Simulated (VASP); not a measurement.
Input:

```yaml
crystal:
  lattice:
    - [4.05039, 0.00000, 0.00000]
    - [-2.02519, 3.50774, 0.00000]
    - [0.00000, 0.00000, 3.78135]
  atoms:
    - { symbol: Pb, position: [0.00000, 0.00000, 0.00000] }
    - { symbol: S, position: [0.66667, 0.33333, 0.50000] }
```

All values below come from r2SCAN meta-GGA, VASP's PBE PAW potentials (set 64) (plane waves; VASP). Run with 400 eV cut-off, 12×12×11 Γ-centred mesh, tetrahedra with Blöchl corrections, potentials Pb_d S.

Problem. Give the energies of bands 7 to 13 at the high-symmetry points, in eV from the Fermi level.

Solution. 
| band | Γ | M | K | A | L | H |
|---|---|---|---|---|---|---|
| 7 | -6.46 | -8.71 | -8.81 | -9.31 | -7.57 | -7.23 |
| 8 | -2.37 | -2.83 | -4.34 | -1.18 | -4.27 | -4.33 |
| 9 | -1.77 | -1.76 | -1.16 | -1.18 | -4.22 | -4.12 |
| 10 | -1.77 | -1.32 | 0.20 | 0.15 | -1.52 | -2.46 |
| 11 | 3.83 | 2.18 | 2.23 | 1.37 | 2.39 | -0.24 |
| 12 | 3.83 | 4.23 | 3.83 | 4.26 | 3.05 | 4.72 |
| 13 | 5.70 | 5.77 | 4.10 | 4.26 | 3.19 | 6.37 |

It has no gap at this level: it comes out as a metal or semimetal.

The structure was generated: PbS was put into the WC type (P-6m2), which need not be its known phase. It was relaxed first, which changed the volume by +8 %.
